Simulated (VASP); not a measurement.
These are PBE GGA + U (Dudarev), VASP's PBE PAW potentials (set 64) (plane waves; VASP) values and carry that method's errors.

The input files of a VASP run:

**POSCAR**
```
CuI
1
    0.0000000000     3.0250000000     3.0250000000
    3.0250000000     0.0000000000     3.0250000000
    3.0250000000     3.0250000000     0.0000000000
Cu I
1 1
Direct
  0.0034750000   0.0012650000   0.0005600000
  0.2465250000   0.2487350000   0.2494400000
```

KPOINTS:
```
Automatic
0
Gamma
 6 6 6
```

### INCAR
```
# general
SYSTEM   = CuI
PREC     = Accurate
ENCUT    = 300
LREAL    = F
LASPH    = T

# electronic loop
EDIFF    = 1E-6
NELM     = 100
ALGO     = Normal
LMAXMIX  = 4

# smearing
ISMEAR   = -1
SIGMA    = 0.01

# functional
GGA      = PE

# DFT+U
LDAU     = T
LDAUTYPE = 2
LDAUL    = 2 -1
LDAUU    = 4.0 0
LDAUJ    = 0 0

# ions
ISIF     = 2

# output
LWAVE    = F
LCHARG   = F
```

POTCAR, in this order: Cu I (PBE.64 set). Program: vasp_std.

The resulting files:

File OUTCAR:
```
 ion  position               nearest neighbor table
   1  0.003  0.001  0.001-   2 2.58   2 2.62   2 2.63   2 2.64
   2  0.247  0.249  0.249-   1 2.58   1 2.62   1 2.63   1 2.64
  LATTYP: Found a face centered cubic cell.
 ALAT       =     6.0500000000
 Subroutine PRICEL returns:
 Original cell was already a primitive cell.
 Subroutine GETGRP returns: Found  1 space group operations
The static configuration has the point symmetry C_1 .
The dynamic configuration has the point symmetry C_1 .
 Subroutine INISYM returns: Found  1 space group operations
 Subroutine IBZKPT returns following result:
 Found    112 irreducible k-points:

 Following reciprocal coordinates:
            Coordinates               Weight
  0.000000  0.000000  0.000000      1.000000
  0.166667  0.000000  0.000000      2.000000
  0.000000  0.166667  0.000000      2.000000
  0.000000  0.000000  0.166667      2.000000
  0.166667  0.166667  0.166667      2.000000
  0.333333  0.000000  0.000000      2.000000
  0.000000  0.333333  0.000000      2.000000
  0.000000  0.000000  0.333333      2.000000
  0.333333  0.333333  0.333333      2.000000
  0.500000  0.000000  0.000000      1.000000
  0.000000  0.500000  0.000000      1.000000
  0.000000  0.000000  0.500000      1.000000
  0.500000  0.500000  0.500000      1.000000
  0.166667  0.166667  0.000000      2.000000
  0.000000  0.166667  0.166667      2.000000
  0.166667  0.000000  0.166667      2.000000
  0.333333  0.166667  0.000000      2.000000
  0.000000  0.333333  0.166667      2.000000
  0.166667  0.000000  0.333333      2.000000
  0.166667  0.166667 -0.166667      2.000000
  0.333333  0.166667  0.333333      2.000000
  0.166667  0.333333  0.000000      2.000000
  0.166667 -0.166667 -0.166667      2.000000
  0.333333  0.333333  0.166667      2.000000
...
```

File OSZICAR:
```
       N       E                     dE             d eps       ncg     rms          rms(c)
DAV:   1     0.915847079514E+02    0.91585E+02   -0.58815E+03  2912   0.963E+02
DAV:   2     0.102142978815E+01   -0.90563E+02   -0.85549E+02  2942   0.227E+02
DAV:   3    -0.434545097711E+01   -0.53669E+01   -0.53254E+01  3927   0.646E+01
DAV:   4    -0.449472445029E+01   -0.14927E+00   -0.14923E+00  3914   0.109E+01
DAV:   5    -0.449651741037E+01   -0.17930E-02   -0.17929E-02  3877   0.107E+00    0.394E+00
DAV:   6    -0.446442967786E+01    0.32088E-01   -0.40046E-01  3122   0.212E+01    0.237E+00
DAV:   7    -0.445353533388E+01    0.10894E-01   -0.11288E-01  3182   0.114E+01    0.147E+00
DAV:   8    -0.445203042542E+01    0.15049E-02   -0.11916E-02  4608   0.247E+00    0.129E-01
DAV:   9    -0.445214370498E+01   -0.11328E-03   -0.95921E-04  4583   0.635E-01    0.536E-02
DAV:  10    -0.445234316111E+01   -0.19946E-03   -0.25515E-04  3022   0.142E-01    0.323E-02
DAV:  11    -0.445233971284E+01    0.34483E-05   -0.15164E-05  3750   0.614E-02    0.640E-03
DAV:  12    -0.445234216486E+01   -0.24520E-05   -0.77892E-06  3109   0.327E-02    0.418E-03
DAV:  13    -0.445234244885E+01   -0.28399E-06   -0.28862E-07  2741   0.712E-03
   1 F= -.44523424E+01 E0= -.44523424E+01  d E =-.122662E-13
```

File OUTCAR:
```
------------------------ aborting loop because EDIFF is reached ----------------------------------------
  FORCE on cell =-STRESS in cart. coord.  units (eV):
  Direction    XX          YY          ZZ          XY          YZ          ZX
  --------------------------------------------------------------------------------------
  Total        0.3286549      0.3272812      0.3265881      0.1032518      0.0490440      0.0893158
  in kB        9.5114033      9.4716468      9.4515896      2.9881486      1.4193526      2.5848354
  external PRESSURE =       9.4782132 kB  Pullay stress =       0.0000000 kB
  volume of cell :       55.36
      direct lattice vectors                 reciprocal lattice vectors
     0.000000000  3.025000000  3.025000000    -0.165289256  0.165289256  0.165289256
     3.025000000  0.000000000  3.025000000     0.165289256 -0.165289256  0.165289256
     3.025000000  3.025000000  0.000000000     0.165289256  0.165289256 -0.165289256
  FREE ENERGIE OF THE ION-ELECTRON SYSTEM (eV)
  ---------------------------------------------------
  free  energy   TOTEN  =        -4.4523424489 eV

  energy  without entropy=       -4.4523424489  energy(sigma->0) =       -4.45234245
```
(Selected blocks of OUTCAR.)

At this cut-off the stress carries a Pulay error, which pulls relaxed volumes low.

The structure is a typed CuI crystal. The cell was not relaxed at this level, atoms are displaced from their ideal sites. The run is one of a series of settings (LDAU = .TRUE., LDAUJ = 0 0, LDAUL = 2 -1, LDAUTYPE = 2, LDAUU = 4.0 0 against the base run), some of them coarse on purpose.
